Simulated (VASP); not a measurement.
OSZICAR of a VASP run on Fe (space group Im-3m):

### OSZICAR
```
       N       E                     dE             d eps       ncg     rms          rms(c)
DAV:   1     0.119814774502E+02    0.11981E+02   -0.35260E+03  5517   0.883E+02
DAV:   2    -0.903634446739E+01   -0.21018E+02   -0.19670E+02  5270   0.117E+02
DAV:   3    -0.927968786915E+01   -0.24334E+00   -0.24262E+00  5816   0.169E+01
DAV:   4    -0.928081176632E+01   -0.11239E-02   -0.11238E-02  5732   0.108E+00
DAV:   5    -0.928082257392E+01   -0.10808E-04   -0.10808E-04  5650   0.942E-02    0.114E+01
DAV:   6    -0.831693958789E+01    0.96388E+00   -0.13222E+01  5524   0.581E+01    0.549E+00
DAV:   7    -0.825135001974E+01    0.65590E-01   -0.83747E-01  5505   0.141E+01    0.325E+00
DAV:   8    -0.824635694779E+01    0.49931E-02   -0.90215E-03  6439   0.799E-01    0.148E+00
DAV:   9    -0.824023469912E+01    0.61222E-02   -0.10736E-02  6537   0.896E-01    0.396E-01
DAV:  10    -0.824022954409E+01    0.51550E-05   -0.38967E-04  5426   0.305E-01    0.112E-01
DAV:  11    -0.824026664871E+01   -0.37105E-04   -0.37526E-04  6121   0.241E-01    0.415E-02
DAV:  12    -0.824027467404E+01   -0.80253E-05   -0.95085E-06  5378   0.491E-02    0.957E-03
DAV:  13    -0.824027667083E+01   -0.19968E-05   -0.35670E-07  2875   0.757E-03    0.503E-03
DAV:  14    -0.824027617184E+01    0.49899E-06   -0.12989E-07  2633   0.503E-03
   1 F= -.82402762E+01 E0= -.82403249E+01  d E =-.824028E+01  mag=     2.2117
```

Question: Which electronic solver shows in the log?

Answer: It is blocked Davidson (ALGO = Normal, or the opening steps of other solvers). The INCAR had ALGO = Normal.

Question: How was spin treated?

Answer: Collinear spin (ISPIN = 2): the summary line carries one mag value, 2.21 μB in the cell.

Question: Can the final energy be trusted as converged?

Answer: The calculation finished and met its thresholds. It stopped with EDIFF = 1E-6, NELM = 100, NSW = 60 and EDIFFG = -0.01 after 1 ionic step (PBE GGA, plane waves, VASP's PBE PAW potentials (set 64)). The run has a spin-polarised start.

The structure comes from a computed database's Fe entry (Im-3m); how it stands against other phases isn't given here. It was relaxed first. The start is the result of an earlier pass.
